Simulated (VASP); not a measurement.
Given:

```
CoTi
1.0
    2.99837     0.00000     0.00000
    0.00000     2.99837     0.00000
    0.00000     0.00000     2.99837
Ti Co
1 1
Direct
  0.00000   0.00000   0.00000
  0.50000   0.50000   0.50000
```

Method: PW91 GGA, VASP's PBE PAW potentials (set 64) (plane waves; VASP). Settings: 520 eV cut-off, 12×12×12 Γ-centred mesh, first-order Methfessel-Paxton smearing of 0.10 eV, potentials Ti_sv Co.

**Question.** Give the stress tensor in GPa (positive for a compressed cell).

**Answer.** 
```
-5.06   0.00   0.00
 0.00  -5.06   0.00
 0.00   0.00  -5.06
```
The pressure is its mean diagonal, -5.06 GPa.

The compound is TiCo in the CsCl type structure. This cell is one point of a volume scan, at 1.03 of the reference volume. The run is not spin-polarised, so no magnetic state was tried. The electron count is odd and the run is not spin-polarised, which forces a metal.
